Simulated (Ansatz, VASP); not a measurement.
## Ag3C in VASP and in Ansatz

Contents of INCAR:

```
PREC     = Accurate       # precision mode
ENCUT    = 520            # plane-wave cutoff, eV
EDIFF    = 1E-6           # SCF threshold, eV
ISMEAR   = 0              # smearing method
SIGMA    = 0.1            # smearing width, eV
LREAL    = False          # projectors in reciprocal space
LASPH    = True           # aspherical terms in the spheres
NELM     = 100            # most SCF steps
ALGO     = Normal         # electronic algorithm
ISIF     = 2              # what is computed and relaxed
LWAVE    = False          # write WAVECAR
LCHARG   = False          # write CHGCAR
LDIPOL   = True         
IDIPOL   = 3            
DIPOL    = 0.5 0.5 0.339
GGA      = PE             # functional
NBANDS   = 26             # bands
```

The input KPOINTS:

```
Automatic mesh
0
Gamma
  9 9 1
```

File POSCAR:

```
Ag3C
1.0
    2.9325072267      0.0000000000      0.0000000000
    0.0000000000      2.9325072267      0.0000000000
    0.0000000000      0.0000000000     21.0648645725
Ag C
3 1
Direct
    0.5000000000      0.5000000000      0.1898896613
    0.0000000000      0.0000000000      0.2863776592
    0.5000000000      0.5000000000      0.3828586006
    0.5000000000      0.5000000000      0.4953682250
```

Input for Ansatz:

```yaml
crystal:
  lattice:
    - [2.9325072267, 0.0, 0.0]
    - [0.0, 2.9325072267, 0.0]
    - [0.0, 0.0, 21.0648645725]
  atoms:
    - { symbol: Ag, position: [0.5, 0.5, 0.1898896613] }
    - { symbol: Ag, position: [0.0, 0.0, 0.2863776592] }
    - { symbol: Ag, position: [0.5, 0.5, 0.3828586006] }
    - { symbol: C, position: [0.5, 0.5, 0.495368225] }
basis:
  ecutwfc: 420
kpoints:
  mp_grid: { grid: [9, 9, 1] }
hamiltonian:
  xc: pbe
scf:
  occupations: { method: gaussian, width: 0.1 }
output:
  forces: true
  eigenvalues: true
efield:
  axis: 3
  dipole_correction: true
  ramp_width: 0.04
```

Alike in both runs: task single point; functional PBE; k mesh 9 × 9 × 1; occupations gaussian, width 0.1 eV; no spin polarisation.

```csv
,VASP,Ansatz
version,VASP 6.6.1,Ansatz 0.2.0
potentials or method,"VASP PAW PBE potentials, release 64 (Ag, C)","scalar-relativistic, plane waves, PAW"
plane-wave cutoff (eV),520,420
valence electrons in the cell,37,61
```

```csv
,VASP,Ansatz,Ansatz less VASP
gap on the k mesh at the Fermi level (eV),none,none,-
rms of the force components (eV/Å),0.534,0.541,+0.0068
"work function, face that differs most (eV)",6.38,6.52,+0.137
```

Atom by atom the forces differ by 0.007 eV/Å (rms over components). A gap of «none» marks a metal or a gap that the smearing closes. With one functional, cell and mesh, what is left measures potentials, basis and numerics. The two sets of potentials don't hold the same shells in valence.
